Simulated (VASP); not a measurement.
Runs of VASP 6.6.1 on Ir. It takes space group Fm-3m (No. 225, cubic). The conventional cell has a = 3.854 Å, b = 3.854 Å, c = 3.854 Å, α = 90.00°, β = 90.00°, γ = 90.00°. Ir (site symmetry m-3m) is surrounded by 12 Ir at 2.73 Å. 

```tsv
task	level	potentials or basis	cell	k mesh	cutoff (eV)	mesh quality	gap on the mesh (eV)	pressure (GPa)	relaxed volume (Å³/atom)
relaxation of cell and atoms	PBEsol	VASP PAW PBE potentials, release 64 (Ir)	relaxed	6 × 6 × 6	600	coarse	none	0.0	(a)
relaxation of cell and atoms	PBE	VASP PAW PBE potentials, release 64 (Ir)	relaxed	18 × 18 × 18	600	not flagged	none	0.0	(b)
single point	PBEsol	VASP PAW PBE potentials, release 64 (Ir)	as given	18 × 18 × 18	520	not flagged	none	-6.0	-
relaxation of cell and atoms	PBEsol	VASP PAW PBE potentials, release 64 (Ir)	relaxed	18 × 18 × 18	480	not flagged	none	0.0	14.08
relaxation of cell and atoms	LDA	VASP PAW LDA potentials, release 64 (Ir)	relaxed	18 × 18 × 18	600	not flagged	none	0.0	13.93
```

Alike in all rows: no spin polarisation; smearing gaussian 0.1 eV.

Task: Estimate the missing entries.

Result: (a) 14.12; (b) 14.52.

Caveats: some runs use coarse meshes; the PAW data sets were made with another functional, which shifts forces and pressure a little (some runs).

A k mesh can miss the band edges, and the runs leave out spin-orbit coupling on Ir.

A gap of «none» marks a metal or a gap under the smearing width.

Not every run made on this cell is shown here.
